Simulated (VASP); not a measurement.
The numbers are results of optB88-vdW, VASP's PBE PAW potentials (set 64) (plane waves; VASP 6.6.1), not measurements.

VASP input:

KPOINTS:
```
K-points
0
gamma
16 16 16
```

**INCAR**
```
SIGMA = 0.1   # width (eV)
PARAM2 = 0.22
PREC = Accurate
GGA = BO
ISMEAR = 1
PARAM1 = 0.1833333333
EDIFF = 1E-7   # SCF stop (eV)
ENCUT = 520   # plane-wave cut-off (eV)
LUSE_VDW = .True.
SYSTEM = Pd
LWAVE = .False.
NELM = 100   # most electronic steps
ALGO = Normal   # blocked Davidson
LCHARG = .False.
LASPH = .True.   # aspherical one-centre terms
AGGAC = 0.0
LMAXMIX = 4   # l cut-off of mixed one-centre charges
LREAL = .False.
ISIF = 2   # forces and stress, cell fixed
```

**POSCAR**
```
Pd
2.7843540
  0.0000000000   0.7071067848   0.7071067848
  0.7071067848   0.0000000000   0.7071067848
  0.7071067848   0.7071067848   0.0000000000
Pd
1
direct
  0.0000000000   0.0000000000   0.0000000000
```

POTCAR, in this order: Pd (PBE.64 set). Program: vasp_std.

The resulting files:

File OUTCAR:
```
 ion  position               nearest neighbor table
   1  0.000  0.000  0.000-
  LATTYP: Found a face centered cubic cell.
 ALAT       =     3.9376712092
 Subroutine PRICEL returns:
 Original cell was already a primitive cell.
 Subroutine GETGRP returns: Found 48 space group operations
The static configuration has the point symmetry O_h .
The dynamic configuration has the point symmetry O_h .
 Subroutine INISYM returns: Found 48 space group operations
 Subroutine IBZKPT returns following result:
 Found    145 irreducible k-points:

 Following reciprocal coordinates:
            Coordinates               Weight
  0.000000  0.000000  0.000000      1.000000
  0.062500  0.000000  0.000000      8.000000
  0.125000  0.000000  0.000000      8.000000
  0.187500  0.000000  0.000000      8.000000
  0.250000  0.000000  0.000000      8.000000
  0.312500  0.000000  0.000000      8.000000
  0.375000  0.000000  0.000000      8.000000
  0.437500  0.000000  0.000000      8.000000
  0.500000  0.000000  0.000000      4.000000
  0.062500  0.062500  0.000000      6.000000
  0.125000  0.062500  0.000000     24.000000
  0.187500  0.062500  0.000000     24.000000
  0.250000  0.062500  0.000000     24.000000
  0.312500  0.062500  0.000000     24.000000
  0.375000  0.062500  0.000000     24.000000
  0.437500  0.062500  0.000000     24.000000
  0.500000  0.062500  0.000000     24.000000
 -0.437500  0.062500  0.000000     24.000000
 -0.375000  0.062500  0.000000     24.000000
 -0.312500  0.062500  0.000000     24.000000
 -0.250000  0.062500  0.000000     24.000000
 -0.187500  0.062500  0.000000     24.000000
 -0.125000  0.062500  0.000000     24.000000
 -0.062500  0.062500  0.000000     12.000000
  0.125000  0.125000  0.000000      6.000000
  0.187500  0.125000  0.000000     24.000000
  0.250000  0.125000  0.000000     24.000000
  0.312500  0.125000  0.000000     24.000000
  0.375000  0.125000  0.000000     24.000000
  0.437500  0.125000  0.000000     24.000000
  0.500000  0.125000  0.000000     24.000000
 -0.437500  0.125000  0.000000     24.000000
 -0.375000  0.125000  0.000000     24.000000
 -0.312500  0.125000  0.000000     24.000000
 -0.250000  0.125000  0.000000     24.000000
 -0.187500  0.125000  0.000000     24.000000
 -0.125000  0.125000  0.000000     12.000000
  0.187500  0.187500  0.000000      6.000000
  0.250000  0.187500  0.000000     24.000000
  0.312500  0.187500  0.000000     24.000000
   k-points           NKPTS =    145   k-points in BZ     NKDIM =    145   number of bands    NBANDS=      9
   number of dos      NEDOS =    301   number of ions     NIONS =      1
   total plane-waves  NPLWV =  13824
   dimension x,y,z NGX =    24 NGY =   24 NGZ =   24
   dimension x,y,z NGXF=    48 NGYF=   48 NGZF=   48
   ions per type =               1
   PREC   = accura    normal or accurate (medium, high low for compatibility)
   ISTART =      0    job   : 0-new  1-cont  2-samecut
   ICHARG =      2    charge: 1-file 2-atom 10-const
   ISPIN  =      1    spin polarized calculation?
   LNONCOLLINEAR =      F non collinear calculations
   LSORBIT =      F    spin-orbit coupling
   INIWAV =      1    electr: 0-lowe 1-rand  2-diag
   ENCUT  =  520.0 eV  38.22 Ry    6.18 a.u.   5.18  5.18  5.18*2*pi/ulx,y,z
   NELM   =    100;   NELMIN=  2; NELMDL= -5     # of ELM steps
   EDIFF  = 0.1E-06   stopping-criterion for ELM
   LREAL  =      F    real-space projection
   NLSPLINE    = F    spline interpolate recip. space projectors
   LMAXMIX     =    4 max onsite mixed and CHGCAR
   VOSKOWN=      0    Vosko Wilk Nusair interpolation
...
```

**OSZICAR**
```
       N       E                     dE             d eps       ncg     rms          rms(c)
DAV:   1     0.417092245674E+02    0.41709E+02   -0.53275E+03  2634   0.104E+03
DAV:   2    -0.208248834390E+01   -0.43792E+02   -0.42454E+02  2846   0.191E+02
DAV:   3    -0.245675098414E+01   -0.37426E+00   -0.37148E+00  3022   0.207E+01
DAV:   4    -0.245875127494E+01   -0.20003E-02   -0.19995E-02  3123   0.139E+00
DAV:   5    -0.245877425523E+01   -0.22980E-04   -0.22980E-04  3021   0.127E-01    0.681E+00
DAV:   6    -0.223479003465E+01    0.22398E+00   -0.11005E+00  2669   0.969E+00    0.332E+00
DAV:   7    -0.222573121592E+01    0.90588E-02   -0.45205E-03  2853   0.711E-01    0.178E+00
DAV:   8    -0.222220068418E+01    0.35305E-02   -0.10404E-03  2775   0.280E-01    0.327E-02
DAV:   9    -0.222220711984E+01   -0.64357E-05   -0.72177E-06  3824   0.276E-02    0.995E-03
DAV:  10    -0.222221070278E+01   -0.35829E-05   -0.19582E-06  2795   0.171E-02    0.170E-03
DAV:  11    -0.222221062756E+01    0.75220E-07   -0.21265E-08  2021   0.128E-03
   1 F= -.22222106E+01 E0= -.22220833E+01  d E =-.382068E-03
```

File OUTCAR:
```
------------------------ aborting loop because EDIFF is reached ----------------------------------------
  FORCE on cell =-STRESS in cart. coord.  units (eV):
  Direction    XX          YY          ZZ          XY          YZ          ZX
  --------------------------------------------------------------------------------------
  Total       -0.0175394     -0.0175394     -0.0175394      0.0000000      0.0000000      0.0000000
  in kB       -1.8410567     -1.8410567     -1.8410567      0.0000000      0.0000000      0.0000000
  external PRESSURE =      -1.8410567 kB  Pullay stress =       0.0000000 kB
  volume of cell :       15.26
      direct lattice vectors                 reciprocal lattice vectors
     0.000000000  1.968835605  1.968835605    -0.253957211  0.253957211  0.253957211
     1.968835605  0.000000000  1.968835605     0.253957211 -0.253957211  0.253957211
     1.968835605  1.968835605  0.000000000     0.253957211  0.253957211 -0.253957211
 POSITION                                       TOTAL-FORCE (eV/Angst)
 -----------------------------------------------------------------------------------
      0.00000      0.00000      0.00000        -0.000000     -0.000000      0.000000
 -----------------------------------------------------------------------------------
    total drift:                               -0.000000     -0.000000     -0.000000
  FREE ENERGIE OF THE ION-ELECTRON SYSTEM (eV)
  ---------------------------------------------------
  free  energy   TOTEN  =        -2.2222106276 eV

  energy  without entropy=       -2.2218285595  energy(sigma->0) =       -2.22208327
```
(Selected blocks of OUTCAR.)

The compound is Pd in the fcc structure. It was relaxed first.
